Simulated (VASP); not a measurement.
These are PBEsol GGA, VASP's PBE PAW potentials (set 64) (plane waves; VASP) values and carry that method's errors.

Input for VASP

### POSCAR
```
YTe
1
    0.0000000000     3.3874500660     3.3874500660
    3.3874500660     0.0000000000     3.3874500660
    3.3874500660     3.3874500660     0.0000000000
Y Te
1 1
Direct
  0.0000000000   0.0000000000   0.0000000000
  0.2500000000   0.2500000000   0.2500000000
```

### KPOINTS
```
k-points along high-symmetry lines
15
Line-mode
Reciprocal
  0.000000   0.000000   0.000000 ! GAMMA
 -0.500000  -0.500000   0.000000 ! X

 -0.500000  -0.500000   0.000000 ! X
 -0.375000  -0.375000   0.250000 ! U

 -0.375000   0.000000   0.375000 ! K
  0.000000   0.000000   0.000000 ! GAMMA

  0.000000   0.000000   0.000000 ! GAMMA
 -0.000000  -0.000000   0.500000 ! L

 -0.000000  -0.000000   0.500000 ! L
 -0.500000  -0.250000   0.250000 ! W

 -0.500000  -0.250000   0.250000 ! W
 -0.500000  -0.500000   0.000000 ! X
```

### INCAR
```
SYSTEM = YTe
PREC = Accurate
ENCUT = 400
EDIFF = 1E-7
NELM = 100
ALGO = Normal
LREAL = .FALSE.
LASPH = .TRUE.
ISMEAR = 0
SIGMA = 0.05
GGA = PS
LMAXMIX = 4
LWAVE = .FALSE.
LCHARG = .FALSE.
LORBIT = 11
ICHARG = 11
```

POTCAR, in this order: Y_sv Te (PBE.64 set). Program: vasp_std. Read from the step before: CHGCAR.

Output of the run:

### OSZICAR
```
       N       E                     dE             d eps       ncg     rms          rms(c)
DAV:   1     0.510814521707E+02    0.51081E+02   -0.66893E+03  2224   0.985E+02
DAV:   2    -0.811800328185E+01   -0.59199E+02   -0.56324E+02  2720   0.191E+02
DAV:   3    -0.119225846582E+02   -0.38046E+01   -0.37679E+01  3184   0.385E+01
DAV:   4    -0.121121074624E+02   -0.18952E+00   -0.18921E+00  3132   0.871E+00
DAV:   5    -0.121171203770E+02   -0.50129E-02   -0.50121E-02  3068   0.127E+00
DAV:   6    -0.121172081052E+02   -0.87728E-04   -0.87725E-04  3020   0.163E-01
DAV:   7    -0.121172093138E+02   -0.12086E-05   -0.12090E-05  3144   0.198E-02
DAV:   8    -0.121172093361E+02   -0.22371E-07   -0.21646E-07  2536   0.257E-03
   1 F= -.12117209E+02 E0= -.12116914E+02  d E =-.589872E-03
```

OUTCAR:
```
 val. band max:        3.8301739028   @ k =  -0.3214  -0.1607   0.3393

 cond. band min:       3.8888027092   @ k =  -0.3214   0.0000   0.3214



 k-point     1 :       0.0000    0.0000    0.0000
  band No.  band energies     occupation
      1     -39.7339      2.00000
      2     -19.7604      2.00000
      3     -19.7604      2.00000
      4     -19.7604      2.00000
      5      -8.2892      2.00000
      6       0.3832      2.00000
      7       0.3832      2.00000
      8       0.3832      2.00000
      9       4.1692      0.00000
     10       4.9402      0.00000
     11       4.9402      0.00000
     12       7.9311      0.00000

 k-point     2 :      -0.0357   -0.0357    0.0000
  band No.  band energies     occupation
      1     -39.7339      2.00000
      2     -19.7611      2.00000
      3     -19.7606      2.00000
      4     -19.7606      2.00000
      5      -8.2826      2.00000
      6       0.3550      2.00000
      7       0.3871      2.00000
      8       0.3871      2.00000
      9       4.2255      0.00000
     10       4.9105      0.00000
     11       4.9481      0.00000
     12       7.9267      0.00000

 k-point     3 :      -0.0714   -0.0714    0.0000
  band No.  band energies     occupation
      1     -39.7338      2.00000
      2     -19.7633      2.00000
      3     -19.7612      2.00000
      4     -19.7612      2.00000
      5      -8.2630      2.00000
      6       0.2759      2.00000
      7       0.3988      2.00000
      8       0.3988      2.00000
      9       4.3866      0.00000
     10       4.8274      0.00000
     11       4.9716      0.00000
     12       7.8656      0.00000

 k-point     4 :      -0.1071   -0.1071    0.0000
  band No.  band energies     occupation
      1     -39.7336      2.00000
      2     -19.7669      2.00000
      3     -19.7623      2.00000
      4     -19.7623      2.00000
      5      -8.2313      2.00000
      6       0.1601      2.00000
      7       0.4181      2.00000
...
```

The density is held fixed in this step, so its total energy and stress have no physical meaning. Unless said otherwise, spin-orbit coupling is left out, though it shifts the bands of the heavy elements here.

The structure was generated: YTe was put into the zinc blende type (F-43m), which need not be its known phase. It was relaxed first, which changed the volume by -28 %. The electron count is odd and the run is not spin-polarised, which forces a metal.
